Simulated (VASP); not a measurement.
Output of a VASP run:

File OUTCAR:
```
 ion  position               nearest neighbor table
   1  0.499  0.000  0.000-  54 1.89  46 1.89  62 1.90  33 1.92   9 3.07   5 3.09   8 3.09  24 3.09
                            23 3.09  18 3.09  15 3.09   2 3.10  31 3.10   3 3.10  13 3.10   7 3.10
   2  0.750  0.250  1.000-  44 1.89  55 1.89  34 1.90  33 1.90  25 3.09  24 3.09   6 3.09  13 3.09
                            29 3.09  14 3.10   9 3.10   1 3.10  10 3.10   4 3.10  16 3.10   3 3.10
   3  0.750  1.000  0.250-  39 1.89  49 1.89  35 1.90  33 1.90  18 3.09  22 3.09  26 3.09   7 3.09
                            11 3.09  19 3.10   4 3.10   1 3.10   9 3.10  12 3.10  16 3.10   2 3.10
   4  1.000  0.000  0.000-  63 1.89  36 1.90  44 1.90  39 1.90  29 3.09  15 3.09   8 3.09   5 3.09
                            13 3.09  23 3.10  26 3.10   7 3.10  32 3.10  16 3.10   3 3.10   2 3.10
   5  0.250  0.250  0.000-  54 1.89  36 1.89  60 1.90  37 1.91   9 3.07   1 3.09   8 3.09  24 3.09
                             4 3.09  23 3.09  16 3.10  17 3.10   6 3.10  29 3.10  30 3.10  14 3.10
   6  0.500  0.500  1.000-  61 1.89  55 1.89  37 1.90  38 1.90  24 3.09  25 3.09  31 3.09   2 3.09
                            30 3.09   7 3.10   5 3.10  10 3.10  15 3.10   9 3.10  18 3.10  17 3.10
   7  0.750  0.750  0.000-  56 1.89  39 1.89  62 1.90  38 1.92  10 3.07  14 3.09  26 3.09   3 3.09
                            32 3.09  25 3.09   4 3.10  13 3.10   6 3.10  18 3.10  31 3.10   1 3.10
   8  0.250  0.000  0.250-  46 1.89  36 1.89  57 1.90  40 1.91   9 3.07   1 3.09   5 3.09  18 3.09
                            16 3.09   4 3.09  15 3.10  20 3.10  11 3.10  26 3.10  28 3.10  19 3.10
   9  0.498  0.248  0.248-  33 1.88  37 1.88  40 1.88  64 1.92   8 3.07   5 3.07   1 3.07  11 3.10
                             2 3.10  17 3.10   6 3.10   3 3.10  20 3.10  21 3.14  10 3.14  12 3.14
  10  0.751  0.502  0.248-  34 1.88  41 1.88  38 1.88  64 1.92  26 3.07  14 3.07   7 3.07   6 3.10
                             2 3.10  16 3.10  22 3.10  18 3.10  27 3.10  12 3.14   9 3.14  21 3.14
  11  0.500  1.000  0.500-  59 1.89  49 1.89  42 1.90  40 1.90  22 3.09  18 3.09   3 3.09  28 3.09
                            31 3.10   9 3.10  13 3.10  23 3.10  12 3.10   8 3.10  24 3.10  20 3.10
  12  0.752  0.248  0.502-  43 1.87  42 1.88  35 1.88  64 1.92  19 3.07  29 3.07  13 3.07  25 3.10
                            11 3.10  16 3.10  24 3.10  27 3.10   3 3.10  10 3.14   9 3.14  21 3.14
  13  0.750  0.000  0.750-  53 1.89  44 1.89  62 1.90  42 1.92  12 3.07  29 3.09  19 3.09  22 3.09
                             2 3.09  32 3.09   4 3.09   7 3.10  11 3.10  24 3.10   1 3.10  31 3.10
  14  1.000  0.500  0.000-  56 1.89  45 1.89  60 1.90  34 1.91  10 3.07   7 3.09  26 3.09  25 3.09
                            17 3.09  32 3.09  15 3.09   2 3.10  30 3.10  16 3.10  29 3.10   5 3.10
  15  0.250  0.750  0.000-  63 1.90  61 1.90  45 1.90  46 1.90  26 3.09   4 3.09  30 3.09  32 3.09
                            14 3.09   1 3.09   8 3.10  31 3.10  23 3.10  17 3.10   6 3.10  18 3.10
  16  0.000  0.250  0.250-  36 1.89  47 1.89  34 1.90  35 1.90  17 3.09  20 3.09   8 3.09  27 3.09
                             5 3.10   4 3.10  14 3.10  12 3.10  19 3.10  10 3.10   3 3.10   2 3.10
  17  0.249  0.500  0.250-  45 1.89  47 1.89  48 1.90  37 1.90  16 3.09  27 3.09  26 3.09  20 3.09
                            14 3.09   5 3.10  15 3.10  21 3.10   9 3.10  28 3.10   6 3.10  18 3.10
  18  0.500  0.751  0.250-  46 1.89  49 1.89  48 1.90  38 1.90   3 3.09  11 3.09  22 3.09   8 3.09
                             1 3.09  28 3.10  15 3.10  21 3.10  10 3.10   7 3.10   6 3.10  17 3.10
  19  1.000  0.000  0.500-  53 1.89  50 1.89  57 1.90  35 1.91  12 3.07  13 3.09  29 3.09  22 3.09
                            32 3.09  20 3.09  23 3.09   3 3.10  16 3.10  28 3.10  26 3.10   8 3.10
  20  0.249  0.250  0.500-  47 1.89  50 1.89  51 1.90  40 1.90  27 3.09  16 3.09  29 3.09  17 3.09
                            19 3.09  23 3.10  30 3.10   8 3.10  21 3.10   9 3.10  24 3.10  11 3.10
  21  0.498  0.502  0.502-  52 1.87  51 1.88  48 1.88  64 1.92  28 3.07  30 3.07  31 3.07  24 3.10
                            20 3.10  17 3.10  18 3.10  25 3.10  22 3.10   9 3.14  10 3.14  12 3.14
  22  0.750  0.751  0.500-  53 1.89  49 1.89  41 1.90  52 1.90  11 3.09   3 3.09  19 3.09  18 3.09
                            13 3.09  31 3.10  32 3.10  26 3.10  10 3.10  21 3.10  25 3.10  27 3.10
  23  0.250  0.000  0.750-  63 1.90  50 1.90  54 1.90  59 1.90  28 3.09  29 3.09   1 3.09  32 3.09
                            19 3.09   5 3.09   4 3.10  31 3.10  15 3.10  20 3.10  11 3.10  24 3.10
  24  0.500  0.250  0.751-  54 1.89  55 1.89  42 1.90  51 1.90   2 3.09   6 3.09  25 3.09   5 3.09
                             1 3.09  30 3.10  21 3.10  13 3.10  12 3.10  23 3.10  11 3.10  20 3.10
  25  0.750  0.500  0.750-  56 1.89  55 1.89  43 1.90  52 1.90   2 3.09   6 3.09  14 3.09  24 3.09
                             7 3.09  12 3.10  29 3.10  31 3.10  32 3.10  21 3.10  27 3.10  22 3.10
  26  1.000  0.750  0.250-  45 1.89  39 1.89  57 1.90  41 1.91  10 3.07   7 3.09  14 3.09   3 3.09
                            15 3.09  17 3.09   4 3.10  27 3.10  22 3.10   8 3.10  19 3.10  28 3.10
  27  0.000  0.500  0.500-  47 1.89  58 1.89  43 1.90  41 1.90  20 3.09  17 3.09  28 3.09  30 3.09
                            16 3.09  32 3.10  26 3.10  12 3.10  10 3.10  29 3.10  25 3.10  22 3.10
  28  0.250  0.750  0.500-  58 1.89  59 1.89  57 1.90  48 1.91  21 3.07  31 3.09  30 3.09  23 3.09
                            27 3.09  32 3.09  11 3.09  18 3.10  17 3.10  19 3.10   8 3.10  26 3.10
  29  1.000  0.250  0.750-  50 1.89  44 1.89  60 1.90  43 1.91  12 3.07  13 3.09  19 3.09  20 3.09
                             4 3.09  23 3.09   2 3.09  25 3.10   5 3.10  27 3.10  14 3.10  30 3.10
  30  0.250  0.500  0.750-  58 1.89  61 1.89  60 1.90  51 1.91  21 3.07  31 3.09  28 3.09   6 3.09
                            15 3.09  27 3.09  32 3.09  24 3.10  20 3.10  14 3.10   5 3.10  29 3.10
  31  0.499  0.750  0.750-  61 1.89  59 1.89  62 1.90  52 1.92  21 3.07  30 3.09  28 3.09   6 3.09
                            15 3.10  23 3.10  11 3.10  22 3.10  25 3.10   1 3.10   7 3.10  13 3.10
  32  1.000  0.750  0.750-  63 1.90  58 1.90  53 1.90  56 1.90  19 3.09  28 3.09   7 3.09  23 3.09
                            15 3.09  13 3.09  14 3.09  30 3.09   4 3.10  27 3.10  22 3.10  25 3.10
  33  0.625  0.127  0.127-   9 1.88   3 1.90   2 1.90   1 1.92
  34  0.873  0.375  0.127-  10 1.88   2 1.90  16 1.90  14 1.91
  35  0.873  0.127  0.375-  12 1.88   3 1.90  16 1.90  19 1.91
  36  0.125  0.125  0.125-  16 1.89   8 1.89   5 1.89   4 1.90
  37  0.376  0.376  0.127-   9 1.88   6 1.90  17 1.90   5 1.91
  38  0.624  0.624  0.127-  10 1.88   6 1.90  18 1.90   7 1.92
  39  0.875  0.875  0.125-   3 1.89   7 1.89  26 1.89   4 1.90
  40  0.376  0.127  0.376-   9 1.88  20 1.90  11 1.90   8 1.91
  41  0.873  0.624  0.376-  10 1.88  22 1.90  27 1.90  26 1.91
  42  0.624  0.127  0.624-  12 1.88  24 1.90  11 1.90  13 1.92
  43  0.873  0.375  0.624-  12 1.87  25 1.90  27 1.90  29 1.91
  44  0.874  0.125  0.875-   2 1.89  29 1.89  13 1.89   4 1.90
  45  0.125  0.625  0.125-  17 1.89  26 1.89  14 1.89  15 1.90
  46  0.375  0.875  0.125-  18 1.89   8 1.89   1 1.89  15 1.90
  47  0.125  0.375  0.375-  20 1.89  27 1.89  17 1.89  16 1.89
...
```

### OSZICAR
```
       N       E                     dE             d eps       ncg     rms          rms(c)
DAV:   1    -0.565803113860E+03   -0.56580E+03   -0.99459E+00   322   0.785E+00    0.148E+01
DAV:   2    -0.565868839724E+03   -0.65726E-01   -0.26802E-01   355   0.117E+00    0.108E+01
DAV:   3    -0.565852134174E+03    0.16706E-01   -0.10128E-02   380   0.244E-01    0.633E+00
DAV:   4    -0.565846070098E+03    0.60641E-02   -0.30823E-03   371   0.119E-01    0.364E+00
DAV:   5    -0.565844172204E+03    0.18979E-02   -0.10675E-03   371   0.688E-02    0.207E+00
DAV:   6    -0.565843562570E+03    0.60963E-03   -0.25374E-04   347   0.364E-02    0.118E+00
DAV:   7    -0.565843362793E+03    0.19978E-03   -0.77839E-05   347   0.227E-02    0.670E-01
DAV:   8    -0.565843300359E+03    0.62434E-04   -0.24817E-05   243   0.135E-02    0.384E-01
DAV:   9    -0.565843282114E+03    0.18244E-04   -0.90334E-06   212   0.877E-03    0.219E-01
DAV:  10    -0.565843277579E+03    0.45351E-05   -0.28670E-06   203   0.493E-03
   1 F= -.56584328E+03 E0= -.56584328E+03  d E =-.124507E-12
```

### OUTCAR
```
------------------------ aborting loop because EDIFF is reached ----------------------------------------
  volume of cell :      671.84
      direct lattice vectors                 reciprocal lattice vectors
     8.758331436  0.000000000  0.000000000     0.114176999  0.000000000  0.000000000
     0.000000000  8.758331436  0.000000000     0.000000000  0.114176999  0.000000000
     0.000000000  0.000000000  8.758331436     0.000000000  0.000000000  0.114176999
  FREE ENERGIE OF THE ION-ELECTRON SYSTEM (eV)
  ---------------------------------------------------
  free  energy   TOTEN  =      -565.8432775791 eV

  energy  without entropy=     -565.8432775791  energy(sigma->0) =     -565.84327758

  exchange ACFDT corr.  =         0.00000000  see jH, gK, PRB 81, 115126
```
(Selected blocks of OUTCAR.)

**POSCAR**
```
C31NSi32
1
    8.7583314356     0.0000000000     0.0000000000
    0.0000000000     8.7583314356     0.0000000000
    0.0000000000     0.0000000000     8.7583314356
Si C N
32 31 1
Direct
  0.4992466670   0.0001946037   0.0000750109
  0.7495554934   0.2502470602   0.9995924606
  0.7496791057   0.9995396403   0.2501022970
  0.9998871069   0.0000941250   0.0000512105
  0.2498855897   0.2497216214   0.0000634834
  0.4998591282   0.5000488939   0.9996564792
  0.7501951285   0.7499912588   0.0000740180
  0.2498158867   0.0002077978   0.2497341688
  0.4979738440   0.2483042877   0.2483412035
  0.7514710485   0.5018428435   0.2483572641
  0.4999029283   0.9997159397   0.5000194798
  0.7515449167   0.2483672993   0.5018246813
  0.7501930447   0.0001944805   0.7500160292
  0.9995234860   0.5004458222   0.0000706454
  0.2495445956   0.7501479958   0.0000334734
  0.0002089108   0.2501927263   0.2501520133
  0.2491740745   0.4999343005   0.2501072200
  0.4997978946   0.7506000845   0.2502074014
  0.9995075491   0.0001477906   0.5004708796
  0.2490810279   0.2502329407   0.5000103469
  0.4978528218   0.5017924006   0.5018213904
  0.7495664569   0.7505900249   0.5000009852
  0.2496336918   0.0000236301   0.7500388732
  0.4998431112   0.2502210730   0.7505002217
  0.7496742197   0.4999028051   0.7504531481
  0.9996111598   0.7499359135   0.2496571721
  0.0002714009   0.5000391704   0.4999995981
  0.2498733776   0.7500045273   0.5004964024
  0.9996094606   0.2495909986   0.7500160255
  0.2498519551   0.5004583982   0.7500732879
  0.4993043342   0.7498829144   0.7500174715
  0.9998345083   0.7501587137   0.7500756944
  0.6251678894   0.1265216845   0.1265535485
  0.8731854828   0.3746051518   0.1265424419
  0.8731929891   0.1265202205   0.3745333525
  0.1248046072   0.1254010707   0.1253029081
  0.3762467334   0.3755576287   0.1265034263
  0.6242674132   0.6236983861   0.1265771734
  0.8745270989   0.8751418727   0.1252663253
  0.3761475711   0.1266364394   0.3756729338
  0.8731887344   0.6236552329   0.3756148119
  0.6243099973   0.1266530425   0.6236199186
  0.8733351366   0.3754730879   0.6235808121
  0.8744661473   0.1253642190   0.8752502111
  0.1246265111   0.6247536063   0.1252957034
  0.3749087787   0.8750926062   0.1253512661
  0.1246942341   0.3751347517   0.3750912206
  0.3761289510   0.6235850220   0.3745192206
  0.6246729427   0.8751558963   0.3750405589
  0.1246336641   0.1253014851   0.6248417765
  0.3761283585   0.3745479786   0.6236007640
  0.6251407180   0.6234798176   0.6235391723
  0.8743989351   0.8750636714   0.6248844364
  0.3749515366   0.1253478029   0.8748807714
  0.6246483752   0.3751547199   0.8750802699
  0.8744449770   0.6248157422   0.8749035688
  0.1247310469   0.8750503588   0.3750853657
  0.1248539657   0.6248864650   0.6248906321
  0.3750502515   0.8751274992   0.6248322927
  0.1246294835   0.3749906718   0.8750306828
  0.3749673852   0.6248394151   0.8752729662
  0.6246774402   0.8751020530   0.8750625413
  0.1246788751   0.8752031693   0.8750364929
  0.6247908442   0.3750051488   0.3750783969
```

Question: Reconstruct the remaining input files.

Answer: This is not unique; one that fits is the input of the run itself, HSE06 screened hybrid, plane waves, VASP's PBE PAW potentials (set 64).

INCAR:
```
SYSTEM=C31NSi32
PREC=Normal; ENCUT=400; LREAL=Auto
LASPH=.TRUE.; ISYM=0; NELECT=256.0
EDIFF=1E-5; NELM=50; NELMIN=4
ALGO=Normal
ISMEAR=0; SIGMA=0.05
GGA=PE; LHFCALC=.TRUE.; AEXX=0.25
HFSCREEN=0.2; PRECFOCK=Fast
ISIF=0
LWAVE=.FALSE.; LCHARG=.FALSE.
```

**KPOINTS**
```
Automatic
0
gamma
  1 1 1
```

POTCAR, in this order: Si C N (PBE.64 set). Program: vasp_gam. Read from the step before: WAVECAR.

The cell is charged, with a uniform compensating background. The supercell is sampled at Γ alone, which is coarse: total energies, pressure and levels can be off, energies of defects by several tenths of an eV.

The cell is a supercell with a defect, built from SiC (zinc blende): N_C, charge +1. The cell's shape comes from a PBE relaxation. The run is not spin-polarised, so no state with unpaired spins was tried.
